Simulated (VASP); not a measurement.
Method: MS2 meta-GGA, VASP's PBE PAW potentials (set 64) (plane waves; VASP 6.6.1).

The input files of a VASP run:

File POSCAR:
```
Be
1
    1.1304834928    -1.9580546787    -0.0000000000
    1.1304834928     1.9580546787     0.0000000000
    0.0000000000    -0.0000000000     3.5449240040
Be
2
Direct
  0.3333330000   0.6666670000   0.2500000000
  0.6666670000   0.3333330000   0.7500000000
```

File KPOINTS:
```
K-points
0
G
21 21 12
```

**INCAR**
```
! general
SYSTEM =Be
PREC   =Accurate
ENCUT  =520   ! plane-wave cut-off (eV)
LREAL  =F   ! projection in real space or not
LASPH  =T   ! aspherical one-centre terms

! electronic loop
EDIFF  =1E-7
NELM   =100
ALGO   =Normal   ! blocked Davidson
LMIXTAU=T

! smearing
ISMEAR =-5   ! tetrahedra, Bloechl

! functional
METAGGA=MS2

! ions
ISIF   =2

! output
LWAVE  =F
LCHARG =F
LORBIT =11
NEDOS  =601   ! DOS grid
```

### KPOINTS_OPT
```
k-points along high-symmetry lines
6
Line-mode
Reciprocal
  0.000000   0.000000   0.000000 ! GAMMA
  0.000000   0.500000   0.000000 ! M

  0.000000   0.500000   0.000000 ! M
 -0.333333   0.666667   0.000000 ! K

 -0.333333   0.666667   0.000000 ! K
  0.000000   0.000000   0.000000 ! GAMMA

  0.000000   0.000000   0.000000 ! GAMMA
  0.000000   0.000000   0.500000 ! A

  0.000000   0.000000   0.500000 ! A
  0.000000   0.500000   0.500000 ! L

  0.000000   0.500000   0.500000 ! L
 -0.333333   0.666667   0.500000 ! H

 -0.333333   0.666667   0.500000 ! H
  0.000000   0.000000   0.500000 ! A

  0.000000   0.500000   0.500000 ! L
  0.000000   0.500000   0.000000 ! M

 -0.333333   0.666667   0.500000 ! H
 -0.333333   0.666667   0.000000 ! K
```

POTCAR, in this order: Be (PBE.64 set). Program: vasp_std.

Question: What does the run give for the energy per atom (σ→0), band gap (over mesh and band path)?

Answer: 
| Item | Result |
|---|---|
| energy per atom (σ→0) | -4944 meV/atom |
| band gap (over mesh and band path) | none (metal, semimetal or under 0.01 eV) |

OSZICAR:
```
...
DAV:  14    -0.988721375868E+01    0.25837E-04   -0.50018E-05  4326   0.826E-02    0.256E-03
DAV:  15    -0.988722096853E+01   -0.72098E-05   -0.13641E-05  4320   0.614E-02    0.704E-03
DAV:  16    -0.988722292654E+01   -0.19580E-05   -0.23750E-06  4860   0.136E-02    0.512E-03
DAV:  17    -0.988722605911E+01   -0.31326E-05   -0.38198E-06  4212   0.180E-02    0.335E-03
DAV:  18    -0.988722875123E+01   -0.26921E-05   -0.36410E-06  4332   0.206E-02    0.527E-04
DAV:  19    -0.988722871674E+01    0.34484E-07   -0.64687E-08  4422   0.259E-03
   1 F= -.98872287E+01 E0= -.98872287E+01  d E =0.000000E+00
       N       E                     dE             ncg
```

The compound is Be in the hcp structure. It was relaxed first.
